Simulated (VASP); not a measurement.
Energy against volume of CeO₂ (fluorite). All values below come from AM05 GGA, VASP's PBE PAW potentials (set 64) (plane waves; VASP). Run with 520 eV cut-off, 7×7×7 Γ-centred mesh, Gaussian smearing of 0.050 eV, potentials Ce O.

```csv
V (Å³/atom),E (eV/atom)
12.341,-8.91189
12.735,-8.93642
13.129,-8.94458
13.523,-8.93876
```

Q: Fit these four points and predict the energy of the run at 13.917 Å³/atom.

A: A cubic in V^(−2/3), the third-order Birch-Murnaghan form, passes through the four points with V0 = 13.15 Å³/atom and B0 = 188 GPa, and gives -8.9210 eV/atom there. The run gave -8.9212 eV/atom, -0.2 meV/atom from the fit; all five points give B0 = 187 GPa.

The compound is CeO2 in the fluorite structure. It was relaxed first. The run is not spin-polarised, so no magnetic state was tried.
